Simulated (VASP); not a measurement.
# CsHgS (P4/mmm) in VASP: notebook

Runs on CsHgS. Level: PBE. Tasks: single point, relaxation of cell and atoms.

Everything below comes from runs of VASP 6.6.1. Logs are shortened: lines on timing, memory, paths and dates and some standing lists are left out, and cuts for length are marked.

**1. The cell of the first run**

It takes space group P4/mmm (No. 123, tetragonal). Conventional cell: a = 5.317 Å, b = 5.317 Å, c = 5.055 Å, α = 90.00°, β = 90.00°, γ = 90.00°. Cs (site symmetry 4/mmm) is surrounded by 4 Hg at 3.76 Å. Hg (site symmetry 4/mmm) is surrounded by 2 S at 2.53 Å. S (site symmetry 4/mmm) has 2 Hg at 2.53 Å as nearest neighbours.

The cell was built by a generator and needn't be a form met in nature.

**2. Single point, PBE (random cell by space group and Wyckoff sites (P4/mmm, No. 123))**

Contents of INCAR:

```
PREC = Accurate
ENCUT = 520
EDIFF = 1E-7
ISMEAR = 0
SIGMA = 0.1
LREAL = False
LASPH = True
NELM = 80
ALGO = Normal
ISIF = 2
LWAVE = False
LCHARG = False
GGA = PE
NBANDS = 20
```

Contents of KPOINTS:

```
Automatic mesh
0
Gamma
  10 10 10
```

Contents of POSCAR:

```
CsHgS
1.0
    5.3168453369      0.0000000000      0.0000000000
    0.0000000000      5.3168453369      0.0000000000
    0.0000000000      0.0000000000      5.0545484205
Cs Hg S
1 1 1
Direct
    0.0000000000      0.0000000000      0.5000000000
    0.5000000000      0.5000000000      0.5000000000
    0.5000000000      0.5000000000      0.0000000000
```

Potentials or basis: VASP PAW PBE potentials, release 64 (Cs_sv, Hg, S).

On the command line:

```sh
$ cat potpaw_PBE.64/Cs_sv/POTCAR potpaw_PBE.64/Hg/POTCAR potpaw_PBE.64/S/POTCAR > POTCAR
$ mpirun -np 1 vasp_std > vasp.out
```

OUTCAR:

```text
PREC = Accurate
   ENCUT = 520
   EDIFF = 1E-7
   ISMEAR = 0
   LREAL = False
   LASPH = True
   NELM = 80
   ISIF = 2
   GGA = PE

 ion  position               nearest neighbor table
   1  0.000  0.000  0.500-
   2  0.500  0.500  0.500-   3 2.53   3 2.53
   3  0.500  0.500  0.000-   2 2.53   2 2.53

  LATTYP: Found a simple tetragonal cell.
 ALAT       =     5.3168453369
 C/A-ratio  =     0.9506668147

  Lattice vectors:

 A1 = (   5.3168453369,   0.0000000000,   0.0000000000)
 A2 = (   0.0000000000,   5.3168453369,   0.0000000000)
 A3 = (   0.0000000000,   0.0000000000,   5.0545484205)

Analysis of symmetry for initial positions (statically):
=====================================================================
 Subroutine PRICEL returns:
 Original cell was already a primitive cell.

 Routine SETGRP: Setting up the symmetry group for a
 simple tetragonal supercell.

 Subroutine GETGRP returns: Found 16 space group operations
 (whereof 16 operations were pure point group operations)
 out of a pool of 16 trial point group operations.

The static configuration has the point symmetry D_4h.

Analysis of symmetry for dynamics (positions and initial velocities):
=====================================================================
 Subroutine PRICEL returns:
 Original cell was already a primitive cell.

 Routine SETGRP: Setting up the symmetry group for a
 simple tetragonal supercell.

 Subroutine GETGRP returns: Found 16 space group operations
 (whereof 16 operations were pure point group operations)
 out of a pool of 16 trial point group operations.

The dynamic configuration has the point symmetry D_4h.

 Subroutine INISYM returns: Found 16 space group operations
 (whereof 16 operations are pure point group operations),
 and found     1 'primitive' translations

----------------------------------------------------------------------------------------

                                     Primitive cell

  volume of cell :     142.8862

  direct lattice vectors                    reciprocal lattice vectors
     5.316845337  0.000000000  0.000000000     0.188081454  0.000000000  0.000000000
     0.000000000  5.316845337  0.000000000     0.000000000  0.188081454  0.000000000
     0.000000000  0.000000000  5.054548420     0.000000000  0.000000000  0.197841611

  length of vectors
     5.316845337  5.316845337  5.054548420     0.188081454  0.188081454  0.197841611

  position of ions in fractional coordinates (direct lattice)
     0.000000000  0.000000000  0.500000000
     0.500000000  0.500000000  0.500000000
     0.500000000  0.500000000  0.000000000

  ion indices of the primitive-cell ions
   primitive index   ion index
                 1           1
                 2           2
                 3           3

----------------------------------------------------------------------------------------

 KPOINTS: Automatic mesh

Automatic generation of k-mesh.
 Grid dimensions read from file:
 generate k-points for:   10   10   10

 Generating k-lattice:

  Cartesian coordinates                     Fractional coordinates (reciprocal lattice)
     0.018808145  0.000000000  0.000000000     0.100000000  0.000000000  0.000000000
     0.000000000  0.018808145  0.000000000     0.000000000  0.100000000  0.000000000
     0.000000000  0.000000000  0.019784161     0.000000000  0.000000000  0.100000000

  Length of vectors
     0.018808145  0.018808145  0.019784161

  Shift w.r.t. Gamma in fractional coordinates (k-lattice)
     0.000000000  0.000000000  0.000000000

 Subroutine IBZKPT returns following result:
 ===========================================

 Found    126 irreducible k-points:

 Following reciprocal coordinates:
            Coordinates               Weight
  0.000000  0.000000  0.000000      1.000000
  0.100000  0.000000  0.000000      4.000000
  0.200000  0.000000  0.000000      4.000000
  0.300000  0.000000  0.000000      4.000000
  0.400000  0.000000  0.000000      4.000000
  0.500000  0.000000  0.000000      2.000000
[... 16 lines left out ...]
  0.100000  0.000000  0.100000      8.000000
  0.200000  0.000000  0.100000      8.000000
 [... further k-points ...]
   k-points           NKPTS =    126   k-points in BZ     NKDIM =    126   number of bands    NBANDS=     20
   number of dos      NEDOS =    301   number of ions     NIONS =      3
   total plane-waves  NPLWV =  64000
   dimension x,y,z NGX =    40 NGY =   40 NGZ =   40
   dimension x,y,z NGXF=    80 NGYF=   80 NGZF=   80
   ions per type =               1   1   1
   NGX,Y,Z   is equivalent  to a cutoff of  12.51, 12.51, 13.16 a.u.
   NGXF,Y,Z  is equivalent  to a cutoff of  25.01, 25.01, 26.31 a.u.
 SYSTEM =  unknown system
   PREC   = accura    normal or accurate (medium, high low for compatibility)
   ISTART =      0    job   : 0-new  1-cont  2-samecut
   ICHARG =      2    charge: 1-file 2-atom 10-const
   ISPIN  =      1    spin polarized calculation?
   LNONCOLLINEAR =      F non collinear calculations
   LSORBIT =      F    spin-orbit coupling
   LASPH  =      T    aspherical Exc in radial PAW
   ENCUT  =  520.0 eV  38.22 Ry    6.18 a.u.   9.89  9.89  9.40*2*pi/ulx,y,z
   NELM   =     80;   NELMIN=  2; NELMDL= -5     # of ELM steps
   EDIFF  = 0.1E-06   stopping-criterion for ELM
   LREAL  =      F    real-space projection
   EDIFFG = 0.1E-05   stopping-criterion for IOM
   NSW    =      0    number of steps for IOM
   IBRION =     -1    ionic relax: 0-MD 1-quasi-New 2-CG
   NFREE  =      0    steps in history (QN), initial steepest desc. (CG)
   ISIF   =      2    stress and relaxation
   ISYM   =      2    0-nonsym 1-usesym 2-fastsym
   POTIM  = 0.5000    time-step for ionic-motion
   TEBEG  =    0.0;   TEEND  =   0.0 temperature during run
   PSTRESS=    0.0 pullay stress
   NELECT =      27.0000    total number of electrons
   NUPDOWN=      -1.0000    fix difference up-down
   EMIN   =  10.00;   EMAX   =-10.00  energy-range for DOS
   EFERMI =   0.00;   METHOD = LEGACY
   ISMEAR =     0;   SIGMA  =   0.10  broadening in eV -4-tet -1-fermi 0-gaus
   EFERMI_NEDOS =   21; number of points for ismear=-14 and -15
   IALGO  =     38    algorithm
   IMIX   =      4    mixing-type and parameters
     AMIX     =   0.40;   BMIX     =  1.00
     AMIX_MAG =   1.60;   BMIX_MAG =  1.00
  volume/ion in A,a.u.               =      47.63       321.41
  Fermi-wavevector in a.u.,A,eV,Ry     =   0.939433  1.775272 12.007616  0.882535
  Thomas-Fermi vector in A             =   2.066745
   LORBIT       =      0    0 simple, 1 ext, 2 COOP (PROOUT), +10 PAW based schemes
   GGA     = PE    functional components
   LHFCALC =     F    Hartree Fock is set to
   AEXX    =    0.0000 exact exchange contribution
   IVDW    =     0    specifies the selected vdW correction
   LEPSILON=     F    determine dielectric tensor
   LRPA    =     F    only Hartree local field effects (RPA)
 non-spin polarized calculation
 Gauss-broadening in eV      SIGMA  =   0.10
  energy-cutoff  :      520.00
  volume of cell :      142.89
 maximum number of plane-waves:      3884
 NGX is ok and might be reduce to    40
   NGX = 19   NGY = 19   NGZ = 19

 number of electron      27.0000005 magnetization

 Free energy of the ion-electron system (eV)
  ---------------------------------------------------
  ext. energy  EPLUGINS =         0.00000000
  ---------------------------------------------------
  free energy    TOTEN  =        -6.44174613 eV

  energy without entropy =       -6.44174612  energy(sigma->0) =       -6.44174613

 E-fermi :   1.0162     XC(G=0):  -6.9713

 val. band max:        0.6690349740   @ k =   0.5000   0.0000   0.2000
 cond. band min:       1.3405543805   @ k =   0.5000   0.0000   0.5000
 fundamental gap:      0.6715194065
 Fermi energy:         1.0161916933

 k-point     1 :       0.0000    0.0000    0.0000
  band No.  band energies     occupation
      1     -22.1445      2.00000
      2     -11.4744      2.00000
      3      -8.9339      2.00000
      4      -8.9339      2.00000
      5      -8.8656      2.00000
      6      -6.1519      2.00000
[... 12 lines left out ...]
     19       5.6051      0.00000
     20       5.7545      0.00000

 k-point     2 :       0.1000    0.0000    0.0000
  band No.  band energies     occupation
      1     -22.1441      2.00000
      2     -11.4745      2.00000
      3      -8.9483      2.00000
      4      -8.9372      2.00000
      5      -8.8650      2.00000
      6      -6.1409      2.00000
[... 12 lines left out ...]
     19       5.8744      0.00000
     20       5.9601      0.00000

 k-point     3 :       0.2000    0.0000    0.0000
  band No.  band energies     occupation
      1     -22.1432      2.00000
      2     -11.4745      2.00000
      3      -8.9852      2.00000
      4      -8.9459      2.00000
      5      -8.8636      2.00000
      6      -6.1154      2.00000
[... 12 lines left out ...]
     19       5.7071      0.00000
     20       5.9931      0.00000

 k-point     4 :       0.3000    0.0000    0.0000
  band No.  band energies     occupation
      1     -22.1420      2.00000
      2     -11.4746      2.00000
      3      -9.0292      2.00000
      4      -8.9564      2.00000
      5      -8.8618      2.00000
      6      -6.1029      2.00000
[... 12 lines left out ...]
     19       5.5352      0.00000
     20       6.0361      0.00000

 k-point     5 :       0.4000    0.0000    0.0000
  band No.  band energies     occupation
      1     -22.1410      2.00000
      2     -11.4748      2.00000
      3      -9.0635      2.00000
      4      -8.9648      2.00000
      5      -8.8603      2.00000
      6      -6.0928      2.00000
[... 12 lines left out ...]
     19       5.4155      0.00000
     20       6.1263      0.00000
[... 353 lines left out ...]
      6      -6.1415      2.00000
[... 12 lines left out ...]
     19       5.1317      0.00000
     20       6.2179      0.00000

 k-point    22 :       0.0000    0.0000    0.1000
  band No.  band energies     occupation
      1     -22.1440      2.00000
      2     -11.4307      2.00000
      3      -8.9326      2.00000
      4      -8.9326      2.00000
      5      -8.8773      2.00000
      6      -6.1516      2.00000
[... 12 lines left out ...]
     19       5.6272      0.00000
     20       5.8068      0.00000

 k-point    23 :       0.1000    0.0000    0.1000
  band No.  band energies     occupation
      1     -22.1436      2.00000
      2     -11.4306      2.00000
      3      -8.9471      2.00000
      4      -8.9359      2.00000
      5      -8.8768      2.00000
      6      -6.1407      2.00000
[... 12 lines left out ...]
     19       5.7873      0.00000
     20       5.8855      0.00000

 k-point    24 :       0.2000    0.0000    0.1000
  band No.  band energies     occupation
      1     -22.1427      2.00000
      2     -11.4304      2.00000
      3      -8.9843      2.00000
      4      -8.9446      2.00000
      5      -8.8757      2.00000
      6      -6.1151      2.00000
[... 12 lines left out ...]
     19       5.5709      0.00000
     20       5.8814      0.00000

 [... further k-points ...]
[... 5 lines left out ...]
  --------------------------------------------------------------------------------------
  -------------------------------------------------------------------------------------
  Total        0.0139415      0.0139415      0.2169498      0.0000000      0.0000000     -0.0000000
  in kB        0.1563255      0.1563255      2.4326490      0.0000000      0.0000000     -0.0000000
  external PRESSURE =       0.9151000 kB  Pullay stress =       0.0000000 kB

 VOLUME and BASIS-vectors are now :
 -----------------------------------------------------------------------------
  energy-cutoff  :      520.00
  volume of cell :      142.89
      direct lattice vectors                 reciprocal lattice vectors
     5.316845337  0.000000000  0.000000000     0.188081454  0.000000000  0.000000000
     0.000000000  5.316845337  0.000000000     0.000000000  0.188081454  0.000000000
     0.000000000  0.000000000  5.054548420     0.000000000  0.000000000  0.197841611

 POSITION                                       TOTAL-FORCE (eV/Angst)
 -----------------------------------------------------------------------------------
      0.00000      0.00000      2.52727         0.000000      0.000000      0.000000
      2.65842      2.65842      2.52727         0.000000      0.000000      0.000000
      2.65842      2.65842      0.00000         0.000000      0.000000      0.000000
 -----------------------------------------------------------------------------------
    total drift:                               -0.000000     -0.000000     -0.000000

  FREE ENERGIE OF THE ION-ELECTRON SYSTEM (eV)
  ---------------------------------------------------
  free  energy   TOTEN  =        -6.4417461295 eV

  energy  without entropy=       -6.4417461230  energy(sigma->0) =       -6.44174613
```

It took 5.7 min on 1 thread of Intel Xeon Platinum 8259CL at 2.50GHz (Skylake/Cascade Lake), shared host; peak memory 0.53 GiB.

Results:

| Item | Value |
| --- | --- |
| Free energy | -6.4417 eV |
| Pressure | 0.1 GPa |
| Band gap on the k mesh | none (metal or under the smearing width) |

[end of part 1 of 3]
